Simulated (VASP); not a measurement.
Input:

```
CELL_PARAMETERS angstrom
     -1.52862     1.52862     1.52862
      1.52862    -1.52862     1.52862
      1.52862     1.52862    -1.52862
ATOMIC_POSITIONS crystal
  Tc 0.00000 0.00000 0.00000
```

Calculation: PBEsol GGA, VASP's PBE PAW potentials (set 64) (plane waves; VASP). Run with 400 eV cut-off, 15×15×15 Γ-centred mesh, first-order Methfessel-Paxton smearing of 0.10 eV, potentials Tc_pv.

Question: The ions, cell shape and volume are relaxed. Predict the relaxed structure.

Answer: 
```
CELL_PARAMETERS angstrom
     -1.52215     1.52215     1.52215
      1.52215    -1.52215     1.52215
      1.52215     1.52215    -1.52215
ATOMIC_POSITIONS crystal
  Tc 0.00000 0.00000 0.00000
```
Space group Im-3m (229), at a tolerance of 0.03 Å.

Question: How do energy and volume change from the first to the last step?

Answer: The energy (σ→0) changes by -2.4 meV/atom and the volume by -1.3 %, in 3 ionic steps.

The structure was generated: Tc was put into the bcc type (Im-3m), which need not be its known phase. This run relaxes it. Symmetry was kept, so distortions that lower it aren't found.
